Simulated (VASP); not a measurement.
Given:

```xyz
4
Lattice="4.1059 0.0000 0.0000 0.0000 4.0607 0.0000 0.0000 0.0000 4.1996" Properties=species:S:1:pos:R:3 pbc="T T T"
Sc     0.0000     0.0000     0.0000
Al     0.0000     2.0304     2.0998
Al     2.0529     0.0000     2.0998
Al     2.0777     2.0304     0.0000
```

These are PBE GGA with D3 dispersion (zero damping), VASP's PBE PAW potentials (set 64) (plane waves; VASP) values and carry that method's errors. Settings: 400 eV cut-off, 7×7×7 Γ-centred mesh, first-order Methfessel-Paxton smearing of 0.10 eV, potentials Sc_sv Al.

What does the run give for the energy per atom (σ→0), pressure, largest force, band gap (on the k-mesh) with the smallest direct gap where there is one?

| Quantity | Result |
|---|---|
| band gap (on the k-mesh) | none (metal, semimetal or under 0.01 eV) |
| energy per atom (σ→0) | -5.045 eV/atom |
| pressure | -3.44 GPa |
| largest force | 0.00300 Ha/bohr |

Only differences to runs with the same potentials and settings are physical.

The compound is Al3Sc in the L1_2 structure. The cell was not relaxed at this level, atoms are displaced from their ideal sites. The run is one of a series of settings (IVDW = 11 against the base run), some of them coarse on purpose.
